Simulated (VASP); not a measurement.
These are PBE GGA, VASP's PBE PAW potentials (set 64) (plane waves; VASP 6.6.1) values and carry that method's errors.

VASP ran on this input.

File KPOINTS:
```
Automatic mesh
0
Gamma
7 7 7
0 0 0
```

**INCAR**
```
! general
SYSTEM   = NaI
PREC     = Accurate
ENCUT    = 400
LREAL    = F
LASPH    = T

! electronic loop
EDIFF    = 1E-8   ! SCF stop (eV)
NELM     = 100   ! most electronic steps
ALGO     = Normal
LMAXMIX  = 4

! smearing
ISMEAR   = 0
SIGMA    = 0.01

! functional
GGA      = PE

! ions
IBRION   = 8   ! DFPT with symmetry
NSW      = 1   ! most ionic steps

! output
LWAVE    = F
LCHARG   = F

! other
LEPSILON = T
```

### POSCAR
```
NaI
1
    0.0000000000     3.2566474738     3.2566474738
    3.2566474738     0.0000000000     3.2566474738
    3.2566474738     3.2566474738     0.0000000000
Na I
1 1
Direct
  0.0000000000   0.0000000000   0.0000000000
  0.5000000000   0.5000000000   0.5000000000
```

POTCAR, in this order: Na_pv I (PBE.64 set). Program: vasp_std.

Output

### OUTCAR
```


 HEAD OF MICROSCOPIC STATIC DIELECTRIC TENSOR (INDEPENDENT PARTICLE, excluding Hartree and local field effects)
 ------------------------------------------------------
           3.693859    -0.000000     0.000000
           0.000000     3.693859     0.000000
          -0.000000     0.000000     3.693859
 ------------------------------------------------------

 MACROSCOPIC STATIC DIELECTRIC TENSOR (including local field effects in DFT)
 ------------------------------------------------------
           3.340718    -0.000000     0.000000
           0.000000     3.340718     0.000000
          -0.000000    -0.000000     3.340718
 ------------------------------------------------------

 PIEZOELECTRIC TENSOR (including local field effects)  for field in x, y, z        (e  Angst)
          XX          YY          ZZ          XY          YZ          ZX
  --------------------------------------------------------------------------------
  x     0.00000     0.00000     0.00000     0.00000     0.00000     0.00000
  y     0.00000     0.00000     0.00000     0.00000     0.00000     0.00000
  z     0.00000     0.00000     0.00000     0.00000     0.00000     0.00000

 PIEZOELECTRIC TENSOR (including local field effects)  for field in x, y, z        (C/m^2)
          XX          YY          ZZ          XY          YZ          ZX
  --------------------------------------------------------------------------------
  x     0.00000     0.00000     0.00000     0.00000     0.00000     0.00000
  y     0.00000     0.00000     0.00000     0.00000     0.00000     0.00000
  z     0.00000     0.00000     0.00000     0.00000     0.00000     0.00000

 BORN EFFECTIVE CHARGES (including local field effects) (in |e|, cummulative output)
 ---------------------------------------------------------------------------------
 ion    1
    1     1.20541     0.00000     0.00000
    2     0.00000     1.20541     0.00000
    3     0.00000     0.00000     1.20541
 ion    2
    1    -1.20541     0.00000     0.00000
    2     0.00000    -1.20541     0.00000
    3     0.00000     0.00000    -1.20541

   1 f  =    3.171907 THz    19.929679 2PiTHz  105.803426 cm-1    13.117947 meV

   2 f  =    3.171907 THz    19.929679 2PiTHz  105.803426 cm-1    13.117947 meV

   3 f  =    3.171907 THz    19.929679 2PiTHz  105.803426 cm-1    13.117947 meV

   4 f/i=    0.010134 THz     0.063676 2PiTHz    0.338043 cm-1     0.041912 meV

   5 f/i=    0.010134 THz     0.063676 2PiTHz    0.338043 cm-1     0.041912 meV

   6 f/i=    0.010134 THz     0.063676 2PiTHz    0.338043 cm-1     0.041912 meV

 MACROSCOPIC STATIC DIELECTRIC TENSOR IONIC CONTRIBUTION
 ------------------------------------------------------
           4.721209     0.000000    -0.000000
           0.000000     4.721209    -0.000000
          -0.000000    -0.000000     4.721209
 ------------------------------------------------------

 ELASTIC MODULI CONTR FROM IONIC RELAXATION (kBar)
 Direction    XX          YY          ZZ          XY          YZ          ZX
 --------------------------------------------------------------------------------
 XX           0.0000      0.0000      0.0000      0.0000      0.0000      0.0000
 YY           0.0000      0.0000      0.0000      0.0000      0.0000      0.0000
 ZZ           0.0000      0.0000      0.0000      0.0000      0.0000      0.0000
 XY           0.0000      0.0000      0.0000      0.0000      0.0000      0.0000
 YZ           0.0000      0.0000      0.0000      0.0000      0.0000      0.0000
 ZX           0.0000      0.0000      0.0000      0.0000      0.0000      0.0000
 --------------------------------------------------------------------------------

 PIEZOELECTRIC TENSOR IONIC CONTR  for field in x, y, z        (C/m^2)
          XX          YY          ZZ          XY          YZ          ZX
  --------------------------------------------------------------------------------
  x     0.00000     0.00000     0.00000     0.00000     0.00000     0.00000
  y     0.00000     0.00000     0.00000     0.00000     0.00000     0.00000
  z     0.00000     0.00000     0.00000     0.00000     0.00000     0.00000
```
(Selected blocks of OUTCAR.)

The compound is NaI in the rock salt structure. It was relaxed first.
